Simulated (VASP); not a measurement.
Computed with PBEsol GGA, VASP's PBE PAW potentials (set 64) (plane waves; VASP).

A VASP calculation is set up with these files.

File KPOINTS:
```
Automatic mesh
0
Gamma
5 5 5
0 0 0
```

**INCAR**
```
! general
SYSTEM   = Zn3CdSe4
PREC     = Accurate
ENCUT    = 400
LREAL    = .FALSE.
LASPH    = .TRUE.

! electronic loop
EDIFF    = 1E-8
NELM     = 100
ALGO     = Normal
LMAXMIX  = 4

! smearing
ISMEAR   = 0
SIGMA    = 0.01

! functional
GGA      = PS

! ions
IBRION   = 8
NSW      = 1

! output
LWAVE    = .FALSE.
LCHARG   = .FALSE.

! other
LEPSILON = .TRUE.
```

File POSCAR:
```
Zn3CdSe4
1
    5.7482333135     0.0000000000    -0.0000000000
   -0.0000000000     5.7482333135     0.0000000000
    0.0000000000    -0.0000000000     5.7482333135
Zn Cd Se
3 1 4
Direct
  0.0000000000   0.5000000000   0.5000000000
  0.5000000000   0.0000000000   0.5000000000
  0.5000000000   0.5000000000   1.0000000000
  0.0000000000   0.0000000000   1.0000000000
  0.7385437102   0.7385437102   0.2614562898
  0.7385437102   0.2614562898   0.7385437102
  0.2614562898   0.2614562898   0.2614562898
  0.2614562898   0.7385437102   0.7385437102
```

POTCAR, in this order: Zn Cd Se (PBE.64 set). Program: vasp_std.

Output of the run:

OUTCAR:
```
 ion  position               nearest neighbor table
   1  0.000  0.500  0.500-   5 2.45   6 2.45   7 2.45   8 2.45
   2  0.500  0.000  0.500-   5 2.45   6 2.45   7 2.45   8 2.45
   3  0.500  0.500  0.000-   5 2.45   6 2.45   7 2.45   8 2.45
   4  0.000  0.000  0.000-   5 2.60   6 2.60   7 2.60   8 2.60
   5  0.739  0.739  0.261-   1 2.45   2 2.45   3 2.45   4 2.60
   6  0.739  0.261  0.739-   1 2.45   2 2.45   3 2.45   4 2.60
   7  0.261  0.261  0.261-   1 2.45   2 2.45   3 2.45   4 2.60
   8  0.261  0.739  0.739-   1 2.45   2 2.45   3 2.45   4 2.60
  LATTYP: Found a simple cubic cell.
 ALAT       =     5.7482333135
 Subroutine PRICEL returns:
 Original cell was already a primitive cell.
 Subroutine GETGRP returns: Found 24 space group operations
The static configuration has the point symmetry T_d .
The dynamic configuration has the point symmetry T_d .
 Subroutine INISYM returns: Found 24 space group operations
 Subroutine IBZKPT returns following result:
 Found     10 irreducible k-points:

 Following reciprocal coordinates:
            Coordinates               Weight
  0.000000  0.000000  0.000000      1.000000
  0.200000  0.000000  0.000000      6.000000
  0.400000  0.000000  0.000000      6.000000
  0.200000  0.200000  0.000000     12.000000
  0.400000  0.200000  0.000000     24.000000
  0.400000  0.400000  0.000000     12.000000
  0.200000  0.200000  0.200000      8.000000
  0.400000  0.200000  0.200000     24.000000
  0.400000  0.400000  0.200000     24.000000
  0.400000  0.400000  0.400000      8.000000
 Subroutine IBZKPT_HF returns following result:
   k-points           NKPTS =     10   k-points in BZ     NKDIM =     10   number of bands    NBANDS=     43
   number of dos      NEDOS =    301   number of ions     NIONS =      8
   total plane-waves  NPLWV =  64000
   dimension x,y,z NGX =    40 NGY =   40 NGZ =   40
   dimension x,y,z NGXF=    80 NGYF=   80 NGZF=   80
   ions per type =               3   1   4
   PREC   = accura    normal or accurate (medium, high low for compatibility)
   ISTART =      0    job   : 0-new  1-cont  2-samecut
   ICHARG =      2    charge: 1-file 2-atom 10-const
   ISPIN  =      1    spin polarized calculation?
   LNONCOLLINEAR =      F non collinear calculations
   LSORBIT =      F    spin-orbit coupling
   INIWAV =      1    electr: 0-lowe 1-rand  2-diag
   ENCUT  =  400.0 eV  29.40 Ry    5.42 a.u.   9.37  9.37  9.37*2*pi/ulx,y,z
   NELM   =    100;   NELMIN=  2; NELMDL= -5     # of ELM steps
   EDIFF  = 0.1E-07   stopping-criterion for ELM
   LREAL  =      F    real-space projection
   NLSPLINE    = F    spline interpolate recip. space projectors
   LMAXMIX     =    4 max onsite mixed and CHGCAR
   VOSKOWN=      0    Vosko Wilk Nusair interpolation
   EDIFFG = 0.1E-06   stopping-criterion for IOM
   NSW    =      1    number of steps for IOM
   NBLOCK =      1;   KBLOCK =      1    inner block; outer block
   IBRION =      8    ionic relax: 0-MD 1-quasi-New 2-CG
   NFREE  =      0    steps in history (QN), initial steepest desc. (CG)
   ISIF   =      2    stress and relaxation
   ISYM   =      2    0-nonsym 1-usesym 2-fastsym
   TEIN   =    0.0    initial temperature
   TEBEG  =    0.0;   TEEND  =   0.0 temperature during run
   SMASS  =  -3.00    Nose mass-parameter (am)
   PSTRESS=    0.0 pullay stress
   NELECT =      72.0000    total number of electrons
   EFERMI =   0.00;   METHOD = LEGACY
   ISMEAR =     0;   SIGMA  =   0.01  broadening in eV -4-tet -1-fermi 0-gaus
   IALGO  =     38    algorithm
   LDIAG  =      T    sub-space diagonalisation (order eigenvalues)
   IMIX   =      4    mixing-type and parameters
     AMIX     =   0.40;   BMIX     =  1.00
     AMIX_MAG =   1.60;   BMIX_MAG =  1.00
     AMIN     =   0.10
   GGA     = PS    functional components
   VOSKOWN =     0    Vosko Wilk Nusair interpolation
...
```

### OSZICAR
```
...
RMM:   1    -0.351127180527E+01   -0.35113E+01   -0.15279E+01  3736   0.493E+00
RMM:   2    -0.416928777758E+01   -0.65802E+00   -0.10927E-01  3790   0.101E+00    0.316E+00
RMM:   3    -0.404187504104E+01    0.12741E+00   -0.19204E-01  3763   0.138E+00    0.175E+00
RMM:   4    -0.414133785303E+01   -0.99463E-01   -0.22327E-01  3836   0.148E+00    0.340E-01
RMM:   5    -0.419210365157E+01   -0.50766E-01   -0.97710E-03  3892   0.344E-01    0.478E-02
RMM:   6    -0.419411471873E+01   -0.20111E-02   -0.56345E-04  3551   0.686E-02    0.256E-02
RMM:   7    -0.419689430325E+01   -0.27796E-02   -0.10311E-04  3962   0.307E-02    0.723E-03
RMM:   8    -0.419700079407E+01   -0.10649E-03   -0.23614E-05  3752   0.857E-03    0.237E-03
RMM:   9    -0.419709864117E+01   -0.97847E-04    0.62156E-06  3986   0.397E-03    0.820E-04
RMM:  10    -0.419713014957E+01   -0.31508E-04   -0.15745E-06  3909   0.134E-03    0.518E-04
RMM:  11    -0.419713733080E+01   -0.71812E-05   -0.59656E-06  3891   0.100E-03    0.125E-04
RMM:  12    -0.419713420791E+01    0.31229E-05   -0.72411E-06  3321   0.618E-04    0.414E-05
RMM:  13    -0.419713441300E+01   -0.20508E-06   -0.68643E-06  3052   0.532E-04    0.154E-05
RMM:  14    -0.419713384628E+01    0.56672E-06   -0.59612E-06  2565   0.499E-04    0.481E-06
 Linear response to external field, progress :
  Direction:   3
       N       E                     dE             d eps       ncg     rms          rms(c)
RMM:   1    -0.352947804397E+01   -0.35295E+01   -0.15461E+01  3714   0.491E+00
RMM:   2    -0.417189197490E+01   -0.64241E+00   -0.11624E-01  3789   0.100E+00    0.316E+00
RMM:   3    -0.404262033240E+01    0.12927E+00   -0.19019E-01  3750   0.138E+00    0.175E+00
RMM:   4    -0.414183618608E+01   -0.99216E-01   -0.22448E-01  3836   0.148E+00    0.340E-01
RMM:   5    -0.419181757042E+01   -0.49981E-01   -0.97065E-03  3886   0.344E-01    0.471E-02
RMM:   6    -0.419416444683E+01   -0.23469E-02   -0.49820E-04  3547   0.698E-02    0.260E-02
RMM:   7    -0.419686990023E+01   -0.27055E-02   -0.10951E-04  3951   0.310E-02    0.710E-03
RMM:   8    -0.419699773223E+01   -0.12783E-03   -0.24299E-05  3765   0.847E-03    0.242E-03
RMM:   9    -0.419710150247E+01   -0.10377E-03   -0.55349E-06  3982   0.396E-03    0.816E-04
RMM:  10    -0.419713486315E+01   -0.33361E-04   -0.57999E-06  3907   0.133E-03    0.513E-04
RMM:  11    -0.419714288102E+01   -0.80179E-05   -0.30484E-06  3886   0.997E-04    0.126E-04
RMM:  12    -0.419713975406E+01    0.31270E-05   -0.30785E-06  3361   0.625E-04    0.420E-05
RMM:  13    -0.419714025584E+01   -0.50178E-06   -0.43727E-06  3034   0.537E-04    0.158E-05
RMM:  14    -0.419713960711E+01    0.64873E-06   -0.29641E-06  2574   0.506E-04    0.532E-06
 Linear response DOF=           4
 Linear response progress:
  Degree of freedom:   1/  4
       N       E                     dE             d eps       ncg     rms          rms(c)
RMM:   1    -0.214799766873E+00   -0.21480E+00   -0.11189E-02  3483   0.129E+00
RMM:   2    -0.212787778333E+00    0.20120E-02   -0.34066E-03  3470   0.268E-01    0.992E-02
RMM:   3    -0.212522648250E+00    0.26513E-03   -0.14481E-04  3804   0.462E-02    0.601E-02
RMM:   4    -0.212249374240E+00    0.27327E-03   -0.68583E-05  3904   0.278E-02    0.116E-02
RMM:   5    -0.212214102292E+00    0.35272E-04   -0.44725E-06  3964   0.656E-03    0.228E-03
RMM:   6    -0.212215263942E+00   -0.11616E-05   -0.92309E-07  3987   0.199E-03    0.106E-03
RMM:   7    -0.212218903591E+00   -0.36396E-05   -0.59830E-08  3968   0.977E-04    0.235E-04
RMM:   8    -0.212218957088E+00   -0.53496E-07   -0.38824E-08  3873   0.262E-04    0.917E-05
RMM:   9    -0.212218959050E+00   -0.19617E-08   -0.32153E-08  3877   0.203E-04    0.277E-05
 Linear response progress:
  Degree of freedom:   2/  4
       N       E                     dE             d eps       ncg     rms          rms(c)
RMM:   1    -0.214446008071E+00   -0.21445E+00   -0.10608E-02  5036   0.130E+00
RMM:   2    -0.212554518018E+00    0.18915E-02   -0.30582E-03  5027   0.260E-01    0.935E-02
RMM:   3    -0.212287038987E+00    0.26748E-03   -0.15058E-04  5527   0.447E-02    0.564E-02
RMM:   4    -0.212012320607E+00    0.27472E-03   -0.79379E-05  5661   0.283E-02    0.114E-02
RMM:   5    -0.211970143723E+00    0.42177E-04   -0.50166E-06  5726   0.692E-03    0.226E-03
RMM:   6    -0.211968894945E+00    0.12488E-05   -0.63845E-07  5774   0.184E-03    0.117E-03
RMM:   7    -0.211973060303E+00   -0.41654E-05   -0.10699E-07  5770   0.105E-03    0.208E-04
RMM:   8    -0.211972897108E+00    0.16320E-06   -0.37515E-08  5641   0.292E-04    0.989E-05
RMM:   9    -0.211973078903E+00   -0.18180E-06   -0.19859E-08  5631   0.219E-04    0.259E-05
RMM:  10    -0.211973083954E+00   -0.50517E-08   -0.68464E-09  5872   0.101E-04    0.135E-05
 Linear response progress:
  Degree of freedom:   3/  4
       N       E                     dE             d eps       ncg     rms          rms(c)
RMM:   1    -0.436066507305E+00   -0.43607E+00   -0.22445E-01  4300   0.160E+00
RMM:   2    -0.435131964726E+00    0.93454E-03   -0.27233E-03  3611   0.238E-01    0.126E-01
RMM:   3    -0.434760327574E+00    0.37164E-03   -0.14028E-04  3856   0.443E-02    0.734E-02
RMM:   4    -0.434379916975E+00    0.38041E-03   -0.95789E-05  3705   0.303E-02    0.144E-02
RMM:   5    -0.434338714054E+00    0.41203E-04   -0.88097E-06  3902   0.927E-03    0.306E-03
RMM:   6    -0.434356364720E+00   -0.17651E-04   -0.69405E-07  3907   0.242E-03    0.163E-03
RMM:   7    -0.434367789044E+00   -0.11424E-04   -0.31722E-07  3882   0.130E-03    0.316E-04
RMM:   8    -0.434368067628E+00   -0.27858E-06    0.51548E-08  3938   0.379E-04    0.120E-04
RMM:   9    -0.434368938113E+00   -0.87048E-06   -0.20929E-08  3829   0.215E-04    0.496E-05
RMM:  10    -0.434368723906E+00    0.21421E-06    0.92995E-09  4037   0.827E-05    0.889E-06
RMM:  11    -0.434368770155E+00   -0.46249E-07    0.14518E-10  3976   0.479E-05    0.367E-06
RMM:  12    -0.434368752393E+00    0.17761E-07   -0.52443E-09  3846   0.393E-05    0.190E-06
RMM:  13    -0.434368752991E+00   -0.59809E-09   -0.64115E-09  3687   0.361E-05    0.679E-07
 Linear response progress:
  Degree of freedom:   4/  4
       N       E                     dE             d eps       ncg     rms          rms(c)
RMM:   1    -0.919787581062E-01   -0.91979E-01    0.10503E-01  8399   0.110E+00
RMM:   2    -0.899992387049E-01    0.19795E-02   -0.49487E-03  4737   0.380E-01    0.138E-01
RMM:   3    -0.900560716921E-01   -0.56833E-04   -0.44664E-04  5642   0.952E-02    0.773E-02
RMM:   4    -0.902396165917E-01   -0.18354E-03   -0.99375E-05  5635   0.378E-02    0.120E-02
RMM:   5    -0.902346126511E-01    0.50039E-05   -0.83204E-06  5182   0.107E-02    0.531E-03
RMM:   6    -0.902323907066E-01    0.22219E-05   -0.20493E-06  5191   0.487E-03    0.177E-03
RMM:   7    -0.902330676363E-01   -0.67693E-06   -0.47534E-07  5777   0.140E-03    0.851E-04
RMM:   8    -0.902355016676E-01   -0.24340E-05   -0.30883E-08  5155   0.723E-04    0.104E-04
RMM:   9    -0.902351925079E-01    0.30916E-06   -0.24349E-08  5801   0.258E-04    0.499E-05
RMM:  10    -0.902352260537E-01   -0.33546E-07   -0.99184E-09  5852   0.120E-04    0.182E-05
RMM:  11    -0.902352610336E-01   -0.34980E-07   -0.15802E-08  5745   0.809E-05    0.554E-06
RMM:  12    -0.902352880918E-01   -0.27058E-07   -0.21286E-08  5948   0.702E-05    0.207E-06
RMM:  13    -0.902352914977E-01   -0.34059E-08   -0.33069E-09  5273   0.658E-05    0.617E-07
 Linear response finished
```

OUTCAR:
```
------------------------ aborting loop because EDIFF is reached ----------------------------------------

 HEAD OF MICROSCOPIC STATIC DIELECTRIC TENSOR (INDEPENDENT PARTICLE, excluding Hartree and local field effects)
 ------------------------------------------------------
           8.979991    -0.000000    -0.000000
           0.000000     8.979991     0.000000
           0.000000     0.000000     8.979991
 ------------------------------------------------------

 MACROSCOPIC STATIC DIELECTRIC TENSOR (including local field effects in DFT)
 ------------------------------------------------------
           8.547764    -0.000000     0.000000
          -0.000000     8.547764    -0.000000
          -0.000000     0.000000     8.547764
 ------------------------------------------------------

 PIEZOELECTRIC TENSOR (including local field effects)  for field in x, y, z        (e  Angst)
          XX          YY          ZZ          XY          YZ          ZX
  --------------------------------------------------------------------------------
  x    -0.00000     0.00000     0.00000     0.00000    -8.41863    -0.00000
  y     0.00000     0.00000    -0.00000     0.00000    -0.00000    -8.41863
  z    -0.00000     0.00000    -0.00000    -8.41863    -0.00000     0.00000

 PIEZOELECTRIC TENSOR (including local field effects)  for field in x, y, z        (C/m^2)
          XX          YY          ZZ          XY          YZ          ZX
  --------------------------------------------------------------------------------
  x    -0.00000     0.00000     0.00000     0.00000    -0.71015    -0.00000
  y     0.00000     0.00000    -0.00000     0.00000    -0.00000    -0.71015
  z    -0.00000     0.00000    -0.00000    -0.71015    -0.00000     0.00000

 BORN EFFECTIVE CHARGES (including local field effects) (in |e|, cummulative output)
 ---------------------------------------------------------------------------------
 ion    1
    1     2.29638     0.00000     0.00000
    2     0.00000     1.97571    -0.00000
    3    -0.00000     0.00000     1.97571
 ion    2
    1     1.97571     0.00000    -0.00000
    2    -0.00000     2.29638     0.00000
    3     0.00000     0.00000     1.97571
 ion    3
    1     1.97571     0.00000     0.00000
    2    -0.00000     1.97571    -0.00000
    3     0.00000    -0.00000     2.29638
 ion    4
    1     2.20389    -0.00000     0.00000
    2     0.00000     2.20389     0.00000
    3     0.00000    -0.00000     2.20389
 ion    5
    1    -2.11292     0.07514    -0.07514
    2     0.07514    -2.11292    -0.07514
    3    -0.07514    -0.07514    -2.11292
 ion    6
    1    -2.11292    -0.07514     0.07514
    2    -0.07514    -2.11292    -0.07514
    3     0.07514    -0.07514    -2.11292
 ion    7
    1    -2.11292     0.07514     0.07514
    2     0.07514    -2.11292     0.07514
    3     0.07514     0.07514    -2.11292
 ion    8
    1    -2.11292    -0.07514    -0.07514
    2    -0.07514    -2.11292     0.07514
    3    -0.07514     0.07514    -2.11292

   1 f  =    6.336888 THz    39.815844 2PiTHz  211.375847 cm-1    26.207253 meV
             X         Y         Z           dx          dy          dz
      0.000000  2.874117  2.874117    -0.505756   -0.015451    0.036284
      2.874117  0.000000  2.874117    -0.057228   -0.136554    0.036284
      2.874117  2.874117  0.000000    -0.057228   -0.015451    0.320666
      0.000000  0.000000  0.000000     0.162584    0.043897   -0.103083
      4.245322  4.245322  1.502912    -0.097025   -0.318766    0.208189
      4.245322  1.502912  4.245322     0.283554    0.102214   -0.212791
      1.502912  1.502912  1.502912     0.169890   -0.051851   -0.326455
      1.502912  4.245322  4.245322     0.016639    0.369128    0.094525

   2 f  =    6.336888 THz    39.815844 2PiTHz  211.375847 cm-1    26.207253 meV
             X         Y         Z           dx          dy          dz
      0.000000  2.874117  2.874117    -0.302078    0.051328   -0.032053
      2.874117  0.000000  2.874117    -0.034181    0.453619   -0.032053
      2.874117  2.874117  0.000000    -0.034181    0.051328   -0.283269
      0.000000  0.000000  0.000000     0.097108   -0.145823    0.091061
      4.245322  4.245322  1.502912     0.362389   -0.091479   -0.010833
      4.245322  1.502912  4.245322    -0.250979    0.159964   -0.262276
      1.502912  1.502912  1.502912     0.126603   -0.327265    0.115306
      1.502912  4.245322  4.245322    -0.015193   -0.075822    0.366749

   3 f  =    6.336888 THz    39.815844 2PiTHz  211.375847 cm-1    26.207253 meV
             X         Y         Z           dx          dy          dz
      0.000000  2.874117  2.874117     0.173846    0.044238    0.049864
      2.874117  0.000000  2.874117     0.019671    0.390955    0.049864
      2.874117  2.874117  0.000000     0.019671    0.044238    0.440676
      0.000000  0.000000  0.000000    -0.055885   -0.125679   -0.141662
      4.245322  4.245322  1.502912    -0.052752   -0.183146   -0.316327
      4.245322  1.502912  4.245322    -0.011365   -0.327851   -0.171622
      1.502912  1.502912  1.502912     0.314056    0.183662    0.153800
      1.502912  4.245322  4.245322    -0.378173    0.038957    0.009095

   4 f  =    6.019914 THz    37.824235 2PiTHz  200.802717 cm-1    24.896353 meV
             X         Y         Z           dx          dy          dz
      0.000000  2.874117  2.874117    -0.000000    0.115121   -0.392942
      2.874117  0.000000  2.874117     0.117553   -0.000000    0.392942
      2.874117  2.874117  0.000000    -0.117553   -0.115121    0.000000
      0.000000  0.000000  0.000000     0.000000   -0.000000   -0.000000
      4.245322  4.245322  1.502912     0.336551   -0.182423    0.154128
      4.245322  1.502912  4.245322    -0.336551   -0.338162   -0.001611
      1.502912  1.502912  1.502912    -0.184034    0.338162   -0.154128
      1.502912  4.245322  4.245322     0.184034    0.182423    0.001611

   5 f  =    6.019914 THz    37.824235 2PiTHz  200.802717 cm-1    24.896353 meV
...
```
(Selected blocks of OUTCAR.)

The dielectric response may not be converged in the k-mesh; for small gaps it tends to come out too large.

The structure comes from a computed database's Zn3CdSe4 entry (P-43m); how it stands against other phases isn't given here. It was relaxed first.
